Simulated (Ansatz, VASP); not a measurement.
## Two plane-wave programs on B17AuN18 (a cell with a defect)

File INCAR:

```
ALGO = Fast ; EDIFF = 1E-8
ENCUT = 520 ; GGA = PE
ISIF = 2 ; ISMEAR = -1
LASPH = True ; LCHARG = False
LEFG = True ; LREAL = Auto
LWAVE = False ; NBANDS = 100
NELM = 100 ; PREC = Accurate
SIGMA = 0.01
```

Contents of KPOINTS:

```
k-points
0
Gamma
  3 3 3
```

File POSCAR:

```
B17AuN18
1.0
    7.4947200000      0.0000000000      0.0000000000
   -3.7473600000      6.4906179144      0.0000000000
    0.0000000000      0.0000000000      6.6357000000
Au B N
1 17 18
Direct
    0.1111111111      0.2222222222      0.2500000000
    0.1111111111      0.5555555556      0.2500000000
    0.1111111111      0.8888888889      0.2500000000
    0.4444444444      0.2222222222      0.2500000000
    0.4444444444      0.5555555556      0.2500000000
    0.4444444444      0.8888888889      0.2500000000
    0.7777777778      0.2222222222      0.2500000000
    0.7777777778      0.5555555556      0.2500000000
    0.7777777778      0.8888888889      0.2500000000
    0.2222222222      0.1111111111      0.7500000000
    0.2222222222      0.4444444444      0.7500000000
    0.2222222222      0.7777777778      0.7500000000
    0.5555555556      0.1111111111      0.7500000000
    0.5555555556      0.4444444444      0.7500000000
    0.5555555556      0.7777777778      0.7500000000
    0.8888888889      0.1111111111      0.7500000000
    0.8888888889      0.4444444444      0.7500000000
    0.8888888889      0.7777777778      0.7500000000
    0.1111111111      0.2222222222      0.7500000000
    0.1111111111      0.5555555556      0.7500000000
    0.1111111111      0.8888888889      0.7500000000
    0.4444444444      0.2222222222      0.7500000000
    0.4444444444      0.5555555556      0.7500000000
    0.4444444444      0.8888888889      0.7500000000
    0.7777777778      0.2222222222      0.7500000000
    0.7777777778      0.5555555556      0.7500000000
    0.7777777778      0.8888888889      0.7500000000
    0.2222222222      0.1111111111      0.2500000000
    0.2222222222      0.4444444444      0.2500000000
    0.2222222222      0.7777777778      0.2500000000
    0.5555555556      0.1111111111      0.2500000000
    0.5555555556      0.4444444444      0.2500000000
    0.5555555556      0.7777777778      0.2500000000
    0.8888888889      0.1111111111      0.2500000000
    0.8888888889      0.4444444444      0.2500000000
    0.8888888889      0.7777777778      0.2500000000
```

Input for Ansatz:

```yaml
crystal:
  lattice:
    - [7.49472, 0.0, 0.0]
    - [-3.74736, 6.4906179144, 0.0]
    - [0.0, 0.0, 6.6357]
  atoms:
    - { symbol: Au, position: [0.1111111111, 0.2222222222, 0.25] }
    - { symbol: B, position: [0.1111111111, 0.5555555556, 0.25] }
    - { symbol: B, position: [0.1111111111, 0.8888888889, 0.25] }
    - { symbol: B, position: [0.4444444444, 0.2222222222, 0.25] }
    - { symbol: B, position: [0.4444444444, 0.5555555556, 0.25] }
    - { symbol: B, position: [0.4444444444, 0.8888888889, 0.25] }
    - { symbol: B, position: [0.7777777778, 0.2222222222, 0.25] }
    - { symbol: B, position: [0.7777777778, 0.5555555556, 0.25] }
    - { symbol: B, position: [0.7777777778, 0.8888888889, 0.25] }
    - { symbol: B, position: [0.2222222222, 0.1111111111, 0.75] }
    - { symbol: B, position: [0.2222222222, 0.4444444444, 0.75] }
    - { symbol: B, position: [0.2222222222, 0.7777777778, 0.75] }
    - { symbol: B, position: [0.5555555556, 0.1111111111, 0.75] }
    - { symbol: B, position: [0.5555555556, 0.4444444444, 0.75] }
    - { symbol: B, position: [0.5555555556, 0.7777777778, 0.75] }
    - { symbol: B, position: [0.8888888889, 0.1111111111, 0.75] }
    - { symbol: B, position: [0.8888888889, 0.4444444444, 0.75] }
    - { symbol: B, position: [0.8888888889, 0.7777777778, 0.75] }
    - { symbol: "N", position: [0.1111111111, 0.2222222222, 0.75] }
    - { symbol: "N", position: [0.1111111111, 0.5555555556, 0.75] }
    - { symbol: "N", position: [0.1111111111, 0.8888888889, 0.75] }
    - { symbol: "N", position: [0.4444444444, 0.2222222222, 0.75] }
    - { symbol: "N", position: [0.4444444444, 0.5555555556, 0.75] }
    - { symbol: "N", position: [0.4444444444, 0.8888888889, 0.75] }
    - { symbol: "N", position: [0.7777777778, 0.2222222222, 0.75] }
    - { symbol: "N", position: [0.7777777778, 0.5555555556, 0.75] }
    - { symbol: "N", position: [0.7777777778, 0.8888888889, 0.75] }
    - { symbol: "N", position: [0.2222222222, 0.1111111111, 0.25] }
    - { symbol: "N", position: [0.2222222222, 0.4444444444, 0.25] }
    - { symbol: "N", position: [0.2222222222, 0.7777777778, 0.25] }
    - { symbol: "N", position: [0.5555555556, 0.1111111111, 0.25] }
    - { symbol: "N", position: [0.5555555556, 0.4444444444, 0.25] }
    - { symbol: "N", position: [0.5555555556, 0.7777777778, 0.25] }
    - { symbol: "N", position: [0.8888888889, 0.1111111111, 0.25] }
    - { symbol: "N", position: [0.8888888889, 0.4444444444, 0.25] }
    - { symbol: "N", position: [0.8888888889, 0.7777777778, 0.25] }
kpoints:
  mp_grid: { grid: [3, 3, 3] }
scf:
  occupations: { method: fermi_dirac, width: 0.01 }
hamiltonian:
  xc: pbe
  pseudopotentials: { kind: paw }
output:
  forces: true
  stress: true
  populations: true
  efg:
    quadrupole_moments_barn: { Au: 0.547, B: 0.04059, "N": 0.02044 }
    contact_densities: true
```

Alike in both runs: task electric field gradients; functional PBE; k mesh 3 × 3 × 3; occupations fermi-dirac, width 0.01 eV; no spin polarisation.

|  | VASP | Ansatz |
| --- | --- | --- |
| version | VASP 6.6.1 | Ansatz 0.2.0 |
| potentials or method | VASP PAW PBE potentials, release 64 (Au, B, N) | plane-wave PAW, scalar-relativistic |
| plane-wave cutoff (eV) | 520 | 420 |
| valence electrons in the cell | 152 | 160 |

```csv
,VASP,Ansatz,Ansatz less VASP
rms of the force components (eV/Å),7.919,7.895,-0.0247
Vzz of the field gradient on the site that differs most (V/Å²),2607.8,1219.7,-1388.07
```

Atom by atom the forces differ by 0.026 eV/Å (rms over components). With one functional, cell and mesh, what is left measures potentials, basis and numerics. The two sets of potentials don't hold the same shells in valence. Ansatz warned: «gradients_without_spin_orbit».

 The runs have no spin-orbit coupling, so splittings on Au are missing.
